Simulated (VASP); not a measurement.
OSZICAR of a VASP run on HfN (rock salt):

OSZICAR:
```
       N       E                     dE             d eps       ncg     rms          rms(c)
DAV:   1     0.589747977498E+02    0.58975E+02   -0.83059E+03  3696   0.136E+03
DAV:   2    -0.244235849392E+02   -0.83398E+02   -0.79405E+02  4862   0.324E+02
DAV:   3    -0.275193441902E+02   -0.30958E+01   -0.30510E+01  4804   0.494E+01
DAV:   4    -0.275454877466E+02   -0.26144E-01   -0.26060E-01  4416   0.469E+00
DAV:   5    -0.275458676431E+02   -0.37990E-03   -0.37961E-03  4720   0.432E-01    0.603E+01
DAV:   6    -0.246518704357E+02    0.28940E+01   -0.15558E+01  4248   0.287E+01    0.481E+01
DAV:   7    -0.245688380165E+02    0.83032E-01   -0.80677E-01  4320   0.781E+00    0.293E+01
DAV:   8    -0.245521112419E+02    0.16727E-01   -0.12249E-01  4278   0.317E+00    0.948E+00
DAV:   9    -0.245424339832E+02    0.96773E-02   -0.28049E-02  4376   0.117E+00    0.161E+00
DAV:  10    -0.245413605739E+02    0.10734E-02   -0.70159E-03  4342   0.644E-01    0.947E-01
DAV:  11    -0.245411872508E+02    0.17332E-03   -0.83364E-04  4386   0.249E-01    0.113E-01
DAV:  12    -0.245411912687E+02   -0.40178E-05   -0.34115E-05  4454   0.592E-02    0.366E-02
DAV:  13    -0.245411898809E+02    0.13878E-05   -0.99958E-06  4334   0.281E-02    0.277E-02
DAV:  14    -0.245411894601E+02    0.42073E-06   -0.15853E-06  3336   0.100E-02
   1 F= -.24541189E+02 E0= -.24540746E+02  d E =-.886061E-03  mag=     0.0000     0.0000     0.0000
       N       E                     dE             ncg
```

Problem. Which electronic solver shows in the log?

Solution. It is blocked Davidson (ALGO = Normal, or the opening steps of other solvers). The INCAR had ALGO = Normal.

Problem. How was spin treated?

Solution. With non-collinear spinors: mag has three components.

Problem. Can the final energy be trusted as converged?

Solution. The run converged. It stopped with EDIFF = 1E-6, NELM = 100 (LDA (Ceperley-Alder, Perdew-Zunger) with spin-orbit coupling, plane waves, VASP's LDA PAW potentials (set 64)).

The compound is HfN in the rock salt structure. It was relaxed first.
